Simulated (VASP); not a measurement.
Crystal: Bi.

```xyz
2
Lattice="2.2675 1.3091 3.9380 -2.2675 1.3091 3.9380 0.0000 -2.6183 3.9380" Properties=species:S:1:pos:R:3 pbc="T T T"
Bi    0.0000    0.0000    2.7645
Bi    0.0000    0.0000    9.0495
```

```yaml
Program: VASP 6.6.1
Task: relaxation of cell and atoms
Functional: PBE
Dispersion: D3(BJ)
Potentials_or_basis: VASP PAW PBE potentials, release 64 (Bi_d)
Cutoff: 600 eV
k_mesh: 10 × 10 × 10
Occupations: methfessel-paxton, width 0.1 eV
Spin: no spin polarisation
```

At the start: pressure 0.0 GPa; volume 35.07 Å³/atom.

How do energy, volume and symmetry change on relaxing?

Over 10 steps the energy falls by 3.8 meV/atom and the volume is 34.55 Å³/atom (-1.5 %); space group R-3m (No. 166, to 0.05 Å).

Step by step:
| step | energy change (eV) | largest force (eV/Å) | pressure (GPa) | volume (Å³) |
| --- | --- | --- | --- | --- |
| 1 | 0.0000 | 0.2175 | 0.03 | 70.14 |
| 2 | -0.0035 | 0.1198 | -0.22 | 70.21 |
| 3 | -0.0050 | 0.0168 | -0.50 | 70.28 |
| 4 | -0.0070 | 0.0147 | -0.01 | 69.37 |
| 5 | -0.0070 | 0.0132 | 0.05 | 69.23 |
| 6 | -0.0070 | 0.0127 | 0.07 | 69.19 |
| 7 | -0.0073 | 0.0066 | 0.04 | 69.16 |
| 8 | -0.0076 | 0.0158 | -0.02 | 69.06 |
| 9 | -0.0076 | 0.0103 | 0.01 | 69.08 |
| 10 | -0.0076 | 0.0060 | 0.02 | 69.09 |

Final structure:
```
Bi
1.0
     2.26627    1.30843    3.88350
    -2.26627    1.30843    3.88350
     0.00000   -2.61686    3.88350
Bi
2
Direct
  0.23714 0.23714 0.23714
  0.76286 0.76286 0.76286
```

Caveat: pairwise dispersion overbinds metals, which lowers pressure and volume.
